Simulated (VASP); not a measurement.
Wanted: the native input for a VASP 6.6.1 run.

| Property | Result |
| --- | --- |
| Task | relaxation of cell and atoms |
| Functional | PBE |
| Potentials or basis | VASP PAW PBE potentials, release 64 (Be, Zn, O) |
| Cutoff | 520 eV |
| k mesh | 4 × 4 × 4 |
| Occupations | gaussian, width 0.05 eV |
| Spin | no spin polarisation |
| Further INCAR settings | PREC = Normal; LREAL = Auto; ALGO = Fast; EDIFF = 1e-05; ISYM = 0; IBRION = 2; EDIFFG = -0.03; NSW = 110; ISIF = 3 |

The structure of Be2ZnO3 lies in POSCAR:

```
Be2ZnO3
1.0
    2.3917245700     -4.2961713900      0.0119075800
    2.4269743700      4.3162836600     -0.0199986700
   -1.4645771100     -0.0231827000      4.6834227300
Be Zn O
4 2 6
Direct
    0.5194989500      0.3475115700      0.9829653200
    0.2580455500      0.7483079000      0.9752536300
    0.3746424000      0.5291205000      0.4873062200
    0.7072619400      0.2565409800      0.4862358700
    0.9359542800      0.0720379300      0.9985535300
    0.0756338000      0.8963409000      0.5030124300
    0.4915162300      0.6671075500      0.8573936300
    0.2640232400      0.0406143100      0.9043060800
    0.9127376300      0.4208367200      0.8750114500
    0.6437223100      0.4977386000      0.3492016200
    0.0514127800      0.2487361800      0.4225858700
    0.3873894800      0.8543019300      0.3770810800
```

The cell was built by a generator and needn't be a form met in nature.

The input as run:

INCAR

```
PREC = Normal
ENCUT = 520
EDIFF = 1E-5
ISMEAR = 0
SIGMA = 0.05
LREAL = Auto
LASPH = T
NELM = 80
ALGO = Fast
ISIF = 3
LWAVE = F
LCHARG = F
GGA = PE
IBRION = 2
NSW = 110
EDIFFG = -0.03
ISYM = 0
```

KPOINTS

```
Automatic mesh
0
Gamma
  4 4 4
```

Potentials or basis: VASP PAW PBE potentials, release 64 (Be, Zn, O).

Run with:

```sh
$ cat potpaw_PBE.64/Be/POTCAR potpaw_PBE.64/Zn/POTCAR potpaw_PBE.64/O/POTCAR > POTCAR
$ mpirun -np 1 vasp_std > vasp.out
```

It gave:

| Property | Result |
| --- | --- |
| Relaxed volume | 8.52 Å³/atom |
| Relaxed cell | a = 5.034 Å, b = 5.035 Å, c = 4.923 Å, α = 98.74°, β = 98.77°, γ = 120.60° |
| Space group after relaxing (to 0.05 Å) | Cc (No. 9) |
| Energy gained by relaxing | 264.7 meV/atom |
| Ionic steps | 17 |
| Pressure after relaxing | 0.0 GPa |
| Largest force after relaxing | 0.025 eV/Å |
| Band gap on the k mesh | 3.52 eV, direct |

Run time: 12 min on 1 thread of Intel(R) Xeon(R) Platinum 8488C (Sapphire Rapids) (shared host), peak memory 0.23 GiB.
